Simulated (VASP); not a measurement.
Output of a VASP run:

### OUTCAR
```
 ion  position               nearest neighbor table
   1  0.000  0.000  0.000-   2 2.44   2 2.44   2 2.44   2 2.44
   2  0.250  0.250  0.250-   1 2.44   1 2.44   1 2.44   1 2.44
  LATTYP: Found a face centered cubic cell.
 ALAT       =     5.6346884130
 Subroutine PRICEL returns:
 Original cell was already a primitive cell.
 Subroutine GETGRP returns: Found 24 space group operations
The static configuration has the point symmetry T_d .
The dynamic configuration has the point symmetry T_d .
 Subroutine INISYM returns: Found 24 space group operations
 Subroutine IBZKPT returns following result:
 Found     35 irreducible k-points:

 Following reciprocal coordinates:
            Coordinates               Weight
  0.000000  0.000000  0.000000      1.000000
  0.111111  0.000000  0.000000      8.000000
  0.222222  0.000000  0.000000      8.000000
  0.333333  0.000000  0.000000      8.000000
  0.444444  0.000000  0.000000      8.000000
  0.111111  0.111111  0.000000      6.000000
  0.222222  0.111111  0.000000     24.000000
  0.333333  0.111111  0.000000     24.000000
  0.444444  0.111111  0.000000     24.000000
 -0.444444  0.111111  0.000000     24.000000
 -0.333333  0.111111  0.000000     24.000000
 -0.222222  0.111111  0.000000     24.000000
 -0.111111  0.111111  0.000000     12.000000
  0.222222  0.222222  0.000000      6.000000
  0.333333  0.222222  0.000000     24.000000
  0.444444  0.222222  0.000000     24.000000
 -0.444444  0.222222  0.000000     24.000000
 -0.333333  0.222222  0.000000     24.000000
 -0.222222  0.222222  0.000000     12.000000
  0.333333  0.333333  0.000000      6.000000
  0.444444  0.333333  0.000000     24.000000
 -0.444444  0.333333  0.000000     24.000000
 -0.333333  0.333333  0.000000     12.000000
  0.444444  0.444444  0.000000      6.000000
 -0.444444  0.444444  0.000000     12.000000
  0.333333  0.222222  0.111111     24.000000
  0.444444  0.222222  0.111111     48.000000
 -0.444444  0.222222  0.111111     48.000000
  0.444444  0.333333  0.111111     24.000000
 -0.444444  0.333333  0.111111     48.000000
 -0.333333  0.333333  0.111111     48.000000
 -0.222222  0.333333  0.111111     24.000000
 -0.444444  0.444444  0.111111     24.000000
 -0.333333  0.444444  0.111111     24.000000
 -0.333333  0.444444  0.222222     24.000000
   k-points           NKPTS =     35   k-points in BZ     NKDIM =     35   number of bands    NBANDS=     13
   number of dos      NEDOS =    601   number of ions     NIONS =      2
   total plane-waves  NPLWV =  21952
   dimension x,y,z NGX =    28 NGY =   28 NGZ =   28
   dimension x,y,z NGXF=    56 NGYF=   56 NGZF=   56
   ions per type =               1   1
   PREC   = accura    normal or accurate (medium, high low for compatibility)
   ISTART =      0    job   : 0-new  1-cont  2-samecut
   ICHARG =      2    charge: 1-file 2-atom 10-const
   ISPIN  =      1    spin polarized calculation?
   LNONCOLLINEAR =      F non collinear calculations
   LSORBIT =      F    spin-orbit coupling
   INIWAV =      1    electr: 0-lowe 1-rand  2-diag
   ENCUT  =  400.0 eV  29.40 Ry    5.42 a.u.   6.50  6.50  6.50*2*pi/ulx,y,z
   NELM   =    100;   NELMIN=  2; NELMDL= -5     # of ELM steps
   EDIFF  = 0.1E-06   stopping-criterion for ELM
   LREAL  =      F    real-space projection
   NLSPLINE    = F    spline interpolate recip. space projectors
   LMAXMIX     =    4 max onsite mixed and CHGCAR
   VOSKOWN=      0    Vosko Wilk Nusair interpolation
   EDIFFG = 0.1E-05   stopping-criterion for IOM
   NSW    =      0    number of steps for IOM
   NBLOCK =      1;   KBLOCK =      1    inner block; outer block
   IBRION =     -1    ionic relax: 0-MD 1-quasi-New 2-CG
   NFREE  =      0    steps in history (QN), initial steepest desc. (CG)
   ISIF   =      2    stress and relaxation
   ISYM   =      2    0-nonsym 1-usesym 2-fastsym
   TEIN   =    0.0    initial temperature
   TEBEG  =    0.0;   TEEND  =   0.0 temperature during run
...
```

File OSZICAR:
```
       N       E                     dE             d eps       ncg     rms          rms(c)
DAV:   1     0.785807043213E+02    0.78581E+02   -0.79659E+03   910   0.133E+03
DAV:   2    -0.217849643590E+01   -0.80759E+02   -0.77817E+02   990   0.250E+02
DAV:   3    -0.703258528070E+01   -0.48541E+01   -0.48361E+01  1115   0.647E+01
DAV:   4    -0.707614750218E+01   -0.43562E-01   -0.43555E-01  1000   0.661E+00
DAV:   5    -0.707638346935E+01   -0.23597E-03   -0.23597E-03  1065   0.456E-01    0.504E+00
DAV:   6    -0.679115828369E+01    0.28523E+00   -0.81581E-01  1171   0.335E+01    0.385E+00
DAV:   7    -0.677424109734E+01    0.16917E-01   -0.22144E-01   970   0.490E+00    0.166E+00
DAV:   8    -0.677204570837E+01    0.21954E-02   -0.37904E-03  1085   0.674E-01    0.475E-01
DAV:   9    -0.677179993014E+01    0.24578E-03   -0.78782E-04  1053   0.417E-01    0.669E-02
DAV:  10    -0.677184531391E+01   -0.45384E-04   -0.19930E-04  1073   0.189E-01    0.218E-02
DAV:  11    -0.677184442160E+01    0.89231E-06   -0.26149E-05  1049   0.771E-02    0.459E-03
DAV:  12    -0.677184452483E+01   -0.10323E-06   -0.71770E-06  1083   0.196E-02    0.230E-03
DAV:  13    -0.677184451833E+01    0.64972E-08   -0.57837E-07   985   0.948E-03
   1 F= -.67718445E+01 E0= -.67718445E+01  d E =0.000000E+00
```

File OUTCAR:
```
------------------------ aborting loop because EDIFF is reached ----------------------------------------
  FORCE on cell =-STRESS in cart. coord.  units (eV):
  Direction    XX          YY          ZZ          XY          YZ          ZX
  --------------------------------------------------------------------------------------
  Total       -0.0081946     -0.0081946     -0.0081946      0.0000000      0.0000000      0.0000000
  in kB       -0.2935528     -0.2935528     -0.2935528      0.0000000      0.0000000      0.0000000
  external PRESSURE =      -0.2935528 kB  Pullay stress =       0.0000000 kB
  volume of cell :       44.72
      direct lattice vectors                 reciprocal lattice vectors
     0.000000000  2.817344207  2.817344207    -0.177472103  0.177472103  0.177472103
     2.817344207  0.000000000  2.817344207     0.177472103 -0.177472103  0.177472103
     2.817344207  2.817344207  0.000000000     0.177472103  0.177472103 -0.177472103
  FREE ENERGIE OF THE ION-ELECTRON SYSTEM (eV)
  ---------------------------------------------------
  free  energy   TOTEN  =        -6.7718445183 eV

  energy  without entropy=       -6.7718445183  energy(sigma->0) =       -6.77184452

 total charge

# of ion       s       p       d       tot
------------------------------------------
    1        0.542   0.464   9.785  10.791
    2        1.438   2.421   0.032   3.890
--------------------------------------------------
tot          1.980   2.885   9.817  14.682
```
(Selected blocks of OUTCAR.)

### POSCAR
```
ZnSe
1
    0.0000000000     2.8173442065     2.8173442065
    2.8173442065     0.0000000000     2.8173442065
    2.8173442065     2.8173442065     0.0000000000
Zn Se
1 1
Direct
  0.0000000000   0.0000000000   0.0000000000
  0.2500000000   0.2500000000   0.2500000000
```

Reconstruct the remaining input files.

Several could match; the one computed here: the input of the run itself, PBEsol GGA, plane waves, VASP's PBE PAW potentials (set 64).

**INCAR**
```
LASPH  =  .TRUE.   # aspherical one-centre terms
LCHARG  =  .TRUE.
NEDOS  =  601   # DOS grid
LORBIT  =  11   # lm-projected
ISMEAR  =  -5   # tetrahedra, Bloechl
NELM  =  100   # most electronic steps
ISIF  =  2
LWAVE  =  .FALSE.
GGA  =  PS   # PBEsol
ENCUT  =  400   # plane-wave cut-off (eV)
PREC  =  Accurate
LREAL  =  .FALSE.
LMAXMIX  =  4   # l cut-off of mixed one-centre charges
ALGO  =  Normal   # blocked Davidson
SYSTEM  =  ZnSe
EDIFF  =  1E-7
```

### KPOINTS
```
Automatic mesh
0
gamma
  9 9 9
0 0 0
```

POTCAR, in this order: Zn Se (PBE.64 set). Program: vasp_std.

The structure was generated: ZnSe was put into the zinc blende type (F-43m), which need not be its known phase. It was relaxed first.
